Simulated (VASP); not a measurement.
Calculation: PBE GGA, VASP's PBE PAW potentials (set 64) (plane waves; VASP).

A VASP calculation is set up with these files.

### KPOINTS
```
Automatic mesh
0
Gamma
8 8 8
0 0 0
```

### POSCAR
```
SnSe2
1
    0.0000000000     3.2714330000     3.2714330000
    3.2714330000     0.0000000000     3.2714330000
    3.2714330000     3.2714330000     0.0000000000
Sn Se
1 2
Direct
  0.0000000000   0.0000000000   0.0000000000
  0.2500000000   0.2500000000   0.2500000000
  0.7500000000   0.7500000000   0.7500000000
```

INCAR:
```
ALGO = Normal
EDIFF = 1E-6
ENCUT = 300
GGA = PE
ISIF = 2
ISMEAR = 0
LASPH = .TRUE.
LCHARG = .FALSE.
LMAXMIX = 4
LREAL = .FALSE.
LWAVE = .FALSE.
NELM = 100
PREC = Accurate
SIGMA = 0.272
SYSTEM = SnSe2
```

POTCAR, in this order: Sn_d Se (PBE.64 set). Program: vasp_std.

Output of the run:

### OUTCAR
```
 ion  position               nearest neighbor table
   1  0.000  0.000  0.000-   3 2.83   3 2.83   3 2.83   2 2.83   3 2.83   2 2.83   2 2.83   2 2.83
  LATTYP: Found a face centered cubic cell.
 ALAT       =     6.5428660000
 Subroutine PRICEL returns:
 Original cell was already a primitive cell.
 Subroutine GETGRP returns: Found 48 space group operations
The static configuration has the point symmetry O_h .
The dynamic configuration has the point symmetry O_h .
 Subroutine INISYM returns: Found 48 space group operations
 Subroutine IBZKPT returns following result:
 Found     29 irreducible k-points:

 Following reciprocal coordinates:
            Coordinates               Weight
  0.000000  0.000000  0.000000      1.000000
  0.125000  0.000000  0.000000      8.000000
  0.250000  0.000000  0.000000      8.000000
  0.375000  0.000000  0.000000      8.000000
  0.500000  0.000000  0.000000      4.000000
  0.125000  0.125000  0.000000      6.000000
  0.250000  0.125000  0.000000     24.000000
  0.375000  0.125000  0.000000     24.000000
  0.500000  0.125000  0.000000     24.000000
 -0.375000  0.125000  0.000000     24.000000
 -0.250000  0.125000  0.000000     24.000000
 -0.125000  0.125000  0.000000     12.000000
  0.250000  0.250000  0.000000      6.000000
  0.375000  0.250000  0.000000     24.000000
  0.500000  0.250000  0.000000     24.000000
 -0.375000  0.250000  0.000000     24.000000
 -0.250000  0.250000  0.000000     12.000000
  0.375000  0.375000  0.000000      6.000000
  0.500000  0.375000  0.000000     24.000000
 -0.375000  0.375000  0.000000     12.000000
  0.500000  0.500000  0.000000      3.000000
  0.375000  0.250000  0.125000     24.000000
  0.500000  0.250000  0.125000     48.000000
 -0.375000  0.250000  0.125000     24.000000
  0.500000  0.375000  0.125000     24.000000
 -0.375000  0.375000  0.125000     48.000000
 -0.250000  0.375000  0.125000     24.000000
 -0.375000  0.500000  0.125000     12.000000
 -0.250000  0.500000  0.250000      6.000000
   k-points           NKPTS =     29   k-points in BZ     NKDIM =     29   number of bands    NBANDS=     17
   number of dos      NEDOS =    301   number of ions     NIONS =      3
   total plane-waves  NPLWV =  21952
   dimension x,y,z NGX =    28 NGY =   28 NGZ =   28
   dimension x,y,z NGXF=    56 NGYF=   56 NGZF=   56
   ions per type =               1   2
   PREC   = accura    normal or accurate (medium, high low for compatibility)
   ISTART =      0    job   : 0-new  1-cont  2-samecut
   ICHARG =      2    charge: 1-file 2-atom 10-const
   ISPIN  =      1    spin polarized calculation?
   LNONCOLLINEAR =      F non collinear calculations
   LSORBIT =      F    spin-orbit coupling
   INIWAV =      1    electr: 0-lowe 1-rand  2-diag
   ENCUT  =  300.0 eV  22.05 Ry    4.70 a.u.   6.53  6.53  6.53*2*pi/ulx,y,z
   NELM   =    100;   NELMIN=  2; NELMDL= -5     # of ELM steps
   EDIFF  = 0.1E-05   stopping-criterion for ELM
   LREAL  =      F    real-space projection
   NLSPLINE    = F    spline interpolate recip. space projectors
   LMAXMIX     =    4 max onsite mixed and CHGCAR
   VOSKOWN=      0    Vosko Wilk Nusair interpolation
   EDIFFG = 0.1E-04   stopping-criterion for IOM
   NSW    =      0    number of steps for IOM
   NBLOCK =      1;   KBLOCK =      1    inner block; outer block
   IBRION =     -1    ionic relax: 0-MD 1-quasi-New 2-CG
   NFREE  =      0    steps in history (QN), initial steepest desc. (CG)
   ISIF   =      2    stress and relaxation
   ISYM   =      2    0-nonsym 1-usesym 2-fastsym
   TEIN   =    0.0    initial temperature
   TEBEG  =    0.0;   TEEND  =   0.0 temperature during run
   SMASS  =  -3.00    Nose mass-parameter (am)
   PSTRESS=    0.0 pullay stress
...
```

**OSZICAR**
```
       N       E                     dE             d eps       ncg     rms          rms(c)
DAV:   1     0.156244345344E+03    0.15624E+03   -0.94921E+03  1003   0.127E+03
DAV:   2     0.354867238380E+01   -0.15270E+03   -0.15031E+03  1147   0.313E+02
DAV:   3    -0.101075086877E+02   -0.13656E+02   -0.13259E+02  1223   0.951E+01
DAV:   4    -0.104620411643E+02   -0.35453E+00   -0.34986E+00  1164   0.163E+01
DAV:   5    -0.104698552404E+02   -0.78141E-02   -0.78105E-02  1355   0.232E+00    0.501E+00
DAV:   6    -0.103070777357E+02    0.16278E+00   -0.42231E-01  1332   0.618E+00    0.312E+00
DAV:   7    -0.102995678025E+02    0.75099E-02   -0.64512E-02  1171   0.149E+00    0.121E+00
DAV:   8    -0.102989605476E+02    0.60725E-03   -0.58954E-03  1090   0.931E-01    0.106E-01
DAV:   9    -0.102991277615E+02   -0.16721E-03   -0.48226E-04  1275   0.291E-01    0.584E-02
DAV:  10    -0.102992124452E+02   -0.84684E-04   -0.11974E-04  1114   0.978E-02    0.959E-03
DAV:  11    -0.102992291682E+02   -0.16723E-04   -0.36874E-05  1140   0.731E-02    0.666E-03
DAV:  12    -0.102992292249E+02   -0.56616E-07   -0.44253E-06   959   0.168E-02
   1 F= -.10299229E+02 E0= -.10247873E+02  d E =-.102712E+00
```

**OUTCAR**
```
------------------------ aborting loop because EDIFF is reached ----------------------------------------
  FORCE on cell =-STRESS in cart. coord.  units (eV):
  Direction    XX          YY          ZZ          XY          YZ          ZX
  --------------------------------------------------------------------------------------
  Total        4.5655384      4.5655384      4.5655384      0.0000000      0.0000000     -0.0000000
  in kB      104.4620374    104.4620374    104.4620374      0.0000000      0.0000000     -0.0000000
  external PRESSURE =     104.4620374 kB  Pullay stress =       0.0000000 kB
  volume of cell :       70.02
      direct lattice vectors                 reciprocal lattice vectors
     0.000000000  3.271433000  3.271433000    -0.152838221  0.152838221  0.152838221
     3.271433000  0.000000000  3.271433000     0.152838221 -0.152838221  0.152838221
     3.271433000  3.271433000  0.000000000     0.152838221  0.152838221 -0.152838221
 POSITION                                       TOTAL-FORCE (eV/Angst)
 -----------------------------------------------------------------------------------
      0.00000      0.00000      0.00000        -0.000000     -0.000000     -0.000000
      1.63572      1.63572      1.63572         0.000000     -0.000000     -0.000000
      4.90715      4.90715      4.90715         0.000000      0.000000      0.000000
 -----------------------------------------------------------------------------------
    total drift:                               -0.000000     -0.000000      0.000000
  FREE ENERGIE OF THE ION-ELECTRON SYSTEM (eV)
  ---------------------------------------------------
  free  energy   TOTEN  =       -10.2992292249 eV

  energy  without entropy=      -10.1965175071  energy(sigma->0) =      -10.24787337
```
(Selected blocks of OUTCAR.)

At this cut-off the stress carries a Pulay error, which pulls relaxed volumes low.

The structure was generated: SnSe2 was put into an ordered model structure, which need not be its known phase. The cell was not relaxed at this level.
